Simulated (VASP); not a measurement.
Given:

```xyz
2
Lattice="0.0000 3.0787 3.0787 3.0787 0.0000 3.0787 3.0787 3.0787 0.0000" Properties=species:S:1:pos:R:3 pbc="T T T"
Cd     0.0000     0.0000     0.0000
Se     1.5394     1.5394     1.5394
```

Method: rev-vdW-DF2, VASP's PBE PAW potentials (set 64) (plane waves; VASP). Numerical set-up: 520 eV cut-off, 7×7×7 Γ-centred mesh, Gaussian smearing of 0.050 eV, potentials Cd Se.

**Question.** Predict the energy per atom (σ→0), band gap (on the k-mesh) with the smallest direct gap where there is one.

**Answer.** 
```
Property                                      Value
-----------------------------------  --------------
band gap (on the k-mesh)                    0.38 eV
smallest direct gap (on the k-mesh)         0.38 eV
energy per atom (σ→0)                -0.574 eV/atom
```

Total energies compare only between runs with the same potentials, cut-off and functional.

The compound is CdSe in the zinc blende structure, whereas wurtzite is the usual form. It was relaxed first, which changed the volume by +5 %. The start is the result of an earlier pass.
